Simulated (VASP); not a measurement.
Energy against volume of CdS (wurtzite). All values below come from revPBE GGA, VASP's PBE PAW potentials (set 64) (plane waves; VASP). Numerical set-up: 520 eV cut-off, 6×6×4 Γ-centred mesh, Gaussian smearing of 0.050 eV, potentials Cd S.

Shape and ions are relaxed at each volume.

```tsv
V (Å³/atom)	E (eV/atom)
26.132	-2.79300
26.940	-2.79715
27.748	-2.79392
28.556	-2.78447
```

Problem. Fit these four points and predict the energy of the run at 25.323 Å³/atom.

Solution. A cubic in V^(−2/3), the third-order Birch-Murnaghan form, passes through the four points with V0 = 26.97 Å³/atom and B0 = 48 GPa, and gives -2.7801 eV/atom there. The run gave -2.7801 eV/atom, -0.1 meV/atom from the fit; all five points give B0 = 48 GPa.

The compound is CdS in the wurtzite structure. It was relaxed first, which changed the volume by +8 %.
